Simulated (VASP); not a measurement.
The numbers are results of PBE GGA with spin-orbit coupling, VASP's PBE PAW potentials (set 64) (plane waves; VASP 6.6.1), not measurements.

The input files of a VASP run:

INCAR:
```
! general
SYSTEM         =  Te
PREC           =  Accurate
ENCUT          =  300   ! plane-wave cut-off (eV)
LREAL          =  .False.
LASPH          =  .True.   ! aspherical one-centre terms

! electronic loop
EDIFF          =  1E-6
NELM           =  100   ! most electronic steps
ALGO           =  Normal   ! blocked Davidson
LMAXMIX        =  4   ! l cut-off of mixed one-centre charges

! smearing
ISMEAR         =  -1
SIGMA          =  0.05

! functional
GGA            =  PE   ! PBE
GGA_COMPAT     =  .False.

! spin
MAGMOM         =  9*0.0
LSORBIT        =  .True.
LNONCOLLINEAR  =  .True.

! ions
ISIF           =  2

! output
LWAVE          =  .False.
LCHARG         =  .False.
LORBIT         =  11
```

**KPOINTS**
```
Automatic mesh
0
Gamma
5 5 3
0 0 0
```

**POSCAR**
```
Te
1
    2.2572060000    -3.9095950000     0.0000000000
    2.2572060000     3.9095950000     0.0000000000
    0.0000000000     0.0000000000     6.0023460000
Te
3
Direct
  0.0000000000   0.2630000000   0.6666670000
  0.7370000000   0.7370000000   0.0000000000
  0.2630000000   0.0000000000   0.3333330000
```

POTCAR, in this order: Te (PBE.64 set). Program: vasp_ncl.

Question: What does the run give for the energy per atom (σ→0), largest force?

Answer: 
```
Property                       Result
---------------------  --------------
energy per atom (σ→0)  -3257 meV/atom
largest force              0.158 eV/Å
```

OSZICAR:
```
...
DAV:   7    -0.977091524435E+01    0.38590E-02   -0.21162E-02   872   0.100E+00    0.370E+00
DAV:   8    -0.977222292296E+01   -0.13077E-02   -0.46372E-03   944   0.457E-01    0.299E-01
DAV:   9    -0.977184594543E+01    0.37698E-03   -0.10603E-03   842   0.211E-01    0.807E-02
DAV:  10    -0.977190444523E+01   -0.58500E-04   -0.20000E-04   944   0.866E-02    0.430E-02
DAV:  11    -0.977191365516E+01   -0.92099E-05   -0.81053E-06   904   0.197E-02    0.170E-02
DAV:  12    -0.977191472884E+01   -0.10737E-05   -0.22756E-06   822   0.103E-02    0.605E-03
DAV:  13    -0.977191484994E+01   -0.12110E-06   -0.55896E-07   460   0.525E-03
   1 F= -.97719148E+01 E0= -.97718840E+01  d E =-.616066E-04  mag=     0.0000     0.0000    -0.0000
```

The structure is a typed Te crystal (P3_121). The cell was not relaxed at this level. The run is one of a series of settings (GGA_COMPAT = .FALSE., LNONCOLLINEAR = .TRUE., LSORBIT = .TRUE., MAGMOM = 0.0 0.0 0.0 0.0 0.0 0.0 0.0 0.0 0.0, program vasp_ncl against the base run), some of them coarse on purpose.
